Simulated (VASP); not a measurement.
Level of theory: PBEsol GGA, VASP's PBE PAW potentials (set 64) (plane waves; VASP). For the alloy's cell: Run with 400 eV cut-off, 7×7×2 Γ-centred mesh, tetrahedra with Blöchl corrections, potentials K_sv Cl Br.

| end member | E (eV/atom) | V (Å³/atom) | gap (eV) |
|---|---|---|---|
| KBr (rock salt) | -3.2297 | 35.23 | 4.33 |
| KCl (rock salt) | -3.5120 | 30.54 | 5.09 |

An ordered cell with a fraction 0.50 of the second end member relaxes to

```cif
data_Br2Cl2K4
_chemical_formula_sum 'K4 Cl2 Br2'
_space_group_name_H-M_alt 'P 1'
_space_group_IT_number 1
_cell_length_a 4.52533
_cell_length_b 4.52533
_cell_length_c 18.10221
_cell_angle_alpha 60.002
_cell_angle_beta 60.002
_cell_angle_gamma 60.000
loop_
_space_group_symop_operation_xyz
  'x, y, z'
loop_
_atom_site_label
_atom_site_type_symbol
_atom_site_fract_x
_atom_site_fract_y
_atom_site_fract_z
_atom_site_occupancy
K1 K 0.98374 0.98374 0.01220 1
K2 K 0.00000 0.00000 0.25000 1
K3 K 0.01626 0.01626 0.48780 1
K4 K 0.00000 0.00000 0.75000 1
Cl1 Cl 0.49181 0.49181 0.13114 1
Cl2 Cl 0.50819 0.50819 0.36886 1
Br1 Br 0.50762 0.50762 0.61929 1
Br2 Br 0.49238 0.49238 0.88071 1
```

### Question
Estimate the mixing energy, the deviation from a linear volume and the gap.

### Answer
Its energy is -3.3679 eV/atom, so the mixing energy is 3 meV/atom. The volume of 32.77 Å³/atom lies -0.3 % from the linear mean. The gap is 4.45 eV against a linear mean of 4.71 eV, a bowing parameter of 1.0 eV for this ordering.
